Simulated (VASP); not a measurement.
OSZICAR of a VASP run on Si2W3 (space group P4/mbm):

**OSZICAR**
```
       N       E                     dE             d eps       ncg     rms          rms(c)
DAV:   1     0.888503189783E+03    0.88850E+03   -0.48974E+04  4360   0.159E+03
DAV:   2    -0.289158406257E+03   -0.11777E+04   -0.11485E+04  4464   0.532E+02
DAV:   3    -0.368101635627E+03   -0.78943E+02   -0.75716E+02  5208   0.127E+02
DAV:   4    -0.371344826964E+03   -0.32432E+01   -0.31426E+01  5272   0.214E+01
DAV:   5    -0.371434354488E+03   -0.89528E-01   -0.88619E-01  5276   0.343E+00    0.602E+01
DAV:   6    -0.348751345792E+03    0.22683E+02   -0.21938E+01  5020   0.290E+01    0.159E+01
DAV:   7    -0.339463899489E+03    0.92874E+01   -0.40202E+00  5156   0.819E+00    0.534E+00
DAV:   8    -0.344586299745E+03   -0.51224E+01   -0.22511E+00  4704   0.683E+00    0.229E+00
DAV:   9    -0.342870379984E+03    0.17159E+01   -0.59970E-01  4648   0.424E+00    0.829E-01
DAV:  10    -0.342851458676E+03    0.18921E-01   -0.43246E-02  4884   0.133E+00    0.636E-01
DAV:  11    -0.342851600049E+03   -0.14137E-03   -0.33844E-03  5184   0.333E-01    0.462E-01
DAV:  12    -0.342867076486E+03   -0.15476E-01   -0.21608E-02  4836   0.744E-01    0.173E-01
DAV:  13    -0.342867477159E+03   -0.40067E-03   -0.18341E-03  4800   0.243E-01    0.866E-02
DAV:  14    -0.342867496737E+03   -0.19578E-04   -0.82845E-05  5228   0.428E-02    0.491E-02
DAV:  15    -0.342867537806E+03   -0.41069E-04   -0.24289E-04  5044   0.787E-02    0.249E-02
DAV:  16    -0.342867536461E+03    0.13453E-05   -0.27106E-05  4784   0.305E-02    0.129E-02
DAV:  17    -0.342867535458E+03    0.10033E-05   -0.22868E-06  5088   0.775E-03    0.789E-03
DAV:  18    -0.342867535089E+03    0.36859E-06   -0.20318E-06  4744   0.743E-03    0.143E-03
DAV:  19    -0.342867534682E+03    0.40664E-06   -0.17172E-07  3040   0.268E-03    0.846E-04
DAV:  20    -0.342867534755E+03   -0.72827E-07   -0.25323E-08  2492   0.850E-04
   1 F= -.34286753E+03 E0= -.34286753E+03  d E =0.000000E+00
       N       E                     dE             ncg
       N       E                     dE             ncg
```

**Question.** Which electronic solver shows in the log?

**Answer.** It is blocked Davidson (ALGO = Normal, or the opening steps of other solvers). The INCAR had ALGO = Normal.

**Question.** Can the final energy be trusted as converged?

**Answer.** The run converged. It stopped with EDIFF = 1E-7, NELM = 100 (r2SCAN meta-GGA, plane waves, VASP's PBE PAW potentials (set 64)).

The structure comes from a computed database's Si2W3 entry (P4/mbm); how it stands against other phases isn't given here. It was relaxed first.
